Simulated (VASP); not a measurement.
An input for Ansatz (written as the equivalent of a VASP run, and not itself run):

Ansatz 0.2 input:
```yaml
crystal:
  lattice:
    - [1.9729780, -3.4173123, 0.0000000]
    - [1.9729780, 3.4173123, 0.0000000]
    - [0.0000000, 0.0000000, 6.1936073]
  atoms:
    - { symbol: Mg, position: [0.0000000, 1.0000000, 1.0000000] }
    - { symbol: Mg, position: [0.3333330, 0.6666670, 0.6255693] }
    - { symbol: Mg, position: [0.6666670, 0.3333330, 0.3744307] }
    - { symbol: Sb, position: [0.3333330, 0.6666670, 0.2085393] }
    - { symbol: Sb, position: [0.6666670, 0.3333330, 0.7914607] }
kpoints:
  mp_grid: { grid: [9, 9, 5] }
hamiltonian:
  xc: lda
  pseudopotentials: { kind: paw }
scf:
  occupations: { method: methfessel_paxton, width: 0.1 }
  max_iter: 100
relax:
  max_steps: 40
  f_tol: 0.02
  cell: { p_target: 45 }
output: { forces: true, stress: true, eigenvalues: true }
```

**Question.** Write the VASP files for the same calculation (LDA).

**Answer.** Several could match; the one computed here: 
INCAR:
```
EDIFFG  =  -0.02   # ionic stop
LASPH  =  .TRUE.   # aspherical one-centre terms
EDIFF  =  1E-6
ISMEAR  =  1
SIGMA  =  0.1
LREAL  =  .FALSE.   # projection in real space or not
PSTRESS  =  450
LMAXMIX  =  4
ALGO  =  Normal   # blocked Davidson
IBRION  =  2   # conjugate gradients
PREC  =  Accurate
NSW  =  40
SYSTEM  =  Mg3Sb2
ENCUT  =  500   # plane-wave cut-off (eV)
LWAVE  =  .FALSE.
NELM  =  100
ISIF  =  3   # ions, shape and volume
LCHARG  =  .FALSE.
```

KPOINTS:
```
Automatic mesh
0
gamma
 9 9 5
```

POSCAR:
```
Mg3Sb2
1
    1.9729780347    -3.4173122937    -0.0000000000
    1.9729780347     3.4173122937     0.0000000000
    0.0000000000     0.0000000000     6.1936072726
Mg Sb
3 2
Direct
  0.0000000000   1.0000000000   1.0000000000
  0.3333330000   0.6666670000   0.6255693498
  0.6666670000   0.3333330000   0.3744306502
  0.3333330000   0.6666670000   0.2085393414
  0.6666670000   0.3333330000   0.7914606586
```

POTCAR, in this order: Mg Sb (LDA.64 set). Program: vasp_std.

What does not carry over: each code has its own PAW files, so the cut-off isn't converted (ENCUT is set for VASP's; basis.ecutwfc is left out, and Ansatz then takes the one that its files recommend); Ansatz stops its SCF on the density residual and VASP on the energy change (EDIFF); Ansatz's lda is the Perdew-Wang form, while the LDA potentials of VASP carry Perdew-Zunger's.

The compound is Mg3Sb2 in the a-la2o3 structure. It was relaxed first under an external pressure of 45 GPa.
